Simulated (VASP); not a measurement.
Method: SCAN meta-GGA, VASP's PBE PAW potentials (set 64) (plane waves; VASP 6.6.1).

A VASP calculation is set up with these files.

File KPOINTS:
```
Automatic mesh
0
gamma
 7 7 7
```

POSCAR:
```
PbF2
1
   -0.0000000000     2.9505007544     2.9505007544
    2.9505007544    -0.0000000000     2.9505007544
    2.9505007544     2.9505007544     0.0000000000
Pb F
1 2
Direct
  0.0000000000   0.0000000000   0.0000000000
  0.2500000000   0.2500000000   0.2500000000
  0.7500000000   0.7500000000   0.7500000000
```

KPOINTS_OPT:
```
k-points along high-symmetry lines
10
Line-mode
Reciprocal
  0.000000   0.000000   0.000000 ! GAMMA
  0.500000   0.000000   0.500000 ! X

  0.500000   0.000000   0.500000 ! X
  0.625000   0.250000   0.625000 ! U

  0.375000   0.375000   0.750000 ! K
  0.000000   0.000000   0.000000 ! GAMMA

  0.000000   0.000000   0.000000 ! GAMMA
  0.500000   0.500000   0.500000 ! L

  0.500000   0.500000   0.500000 ! L
  0.500000   0.250000   0.750000 ! W

  0.500000   0.250000   0.750000 ! W
  0.500000   0.000000   0.500000 ! X
```

INCAR:
```
LORBIT=11
LCHARG=F
LWAVE=F
ISIF=2
LREAL=F
EDIFF=1E-7   ! SCF stop (eV)
ISMEAR=-5   ! tetrahedra, Bloechl
SYSTEM=PbF2
PREC=Accurate
NELM=100   ! most electronic steps
NEDOS=601
LMAXMIX=4   ! l cut-off of mixed one-centre charges
LMIXTAU=T
METAGGA=SCAN
LASPH=T
ALGO=Normal   ! blocked Davidson
ENCUT=520   ! plane-wave cut-off (eV)
```

POTCAR, in this order: Pb_d F (PBE.64 set). Program: vasp_std.

Unless said otherwise, spin-orbit coupling is left out, though it shifts the bands of the heavy elements here.

Estimate the energy per atom (σ→0), band gap (over mesh and band path).

The energy per atom (σ→0) comes out as -30.033 eV/atom and the band gap (over mesh and band path) is 4.80 eV.

File OSZICAR:
```
...
DAV:  24    -0.901003148653E+02   -0.76084E-06   -0.55716E-08   556   0.312E-03    0.863E-04
DAV:  25    -0.901003157753E+02   -0.90998E-06   -0.42434E-08   398   0.258E-03    0.354E-04
DAV:  26    -0.901003161292E+02   -0.35387E-06   -0.16827E-08   360   0.150E-03    0.112E-04
DAV:  27    -0.901003161716E+02   -0.42444E-07   -0.46709E-09   360   0.921E-04
   1 F= -.90100316E+02 E0= -.90100316E+02  d E =0.000000E+00
       N       E                     dE             ncg
       N       E                     dE             ncg
       N       E                     dE             ncg
```

The compound is PbF2 in the fluorite structure, the β form. It was relaxed first.
